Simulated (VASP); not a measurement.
VASP runs on TeRu (space group P-6m2) share one base input (PBE GGA, plane waves, VASP's PBE PAW potentials (set 64)) and change the settings named in each case.

INCAR:
```
# general
SYSTEM =TeRu
PREC   =Accurate
ENCUT  =300
LREAL  =.FALSE.
LASPH  =.TRUE.

# electronic loop
EDIFF  =1E-6
NELM   =100
ALGO   =Normal   # blocked Davidson
LMAXMIX=4

# smearing
ISMEAR =0   # Gaussian
SIGMA  =0.1   # width (eV)

# functional
GGA    =PE

# ions
ISIF   =2

# output
LWAVE  =.FALSE.
LCHARG =.FALSE.
```

**KPOINTS**
```
Automatic mesh
0
Gamma
5 5 5
0 0 0
```

### POSCAR
```
TeRu
1.0
  3.6665170000   0.0000000000   0.0000000000
 -1.8332590000   3.1752970000   0.0000000000
  0.0000000000   0.0000000000   3.5783390000
Ru Te
1 1
direct
  0.0000000000   0.0000000000   0.0000000000
  0.6666670000   0.3333330000   0.5000000000
```

POTCAR, in this order: Ru_pv Te (PBE.64 set). Program: vasp_std.

```json
[
 {"change": "base run", "E(σ→0) (eV/atom)": "-5.7460", "pressure (GPa)": "-5.61", "−TS (eV)": "-0.0183"},
 {"change": "GGA removed, POTCAR Ru_pv Te (LDA.64 set)", "E(σ→0) (eV/atom)": "-6.7408", "pressure (GPa)": "-13.00", "−TS (eV)": "-0.0182"},
 {"change": "GGA_COMPAT = .FALSE., LNONCOLLINEAR = .TRUE., LSORBIT = .TRUE., MAGMOM = 0.0 0.0 0.0 0.0 0.0 0.0, program vasp_ncl", "E(σ→0) (eV/atom)": "-5.8651", "pressure (GPa)": "-5.30", "−TS (eV)": "-0.0175"},
 {"change": "KPOINTS 3×3×2 Γ-centred mesh", "E(σ→0) (eV/atom)": "-5.7561", "pressure (GPa)": "-6.67", "−TS (eV)": "-0.0019"}
]
```
 Energies of different potentials or functionals have different zeros.  Unless said otherwise, spin-orbit coupling is left out, though it shifts the bands of the heavy elements here. At 300 eV the pressure can carry a Pulay error.

Left out are runs that ran out of time, are held back, or changed the cell or the kind of run, fixed moments of cells without a moment, rows past the twelfth, gaps on odd meshes, pressures of charged cells and columns that move by less than the noise.

The structure was generated: TeRu was put into an ordered model structure, which need not be its known phase. The cell was not relaxed at this level.
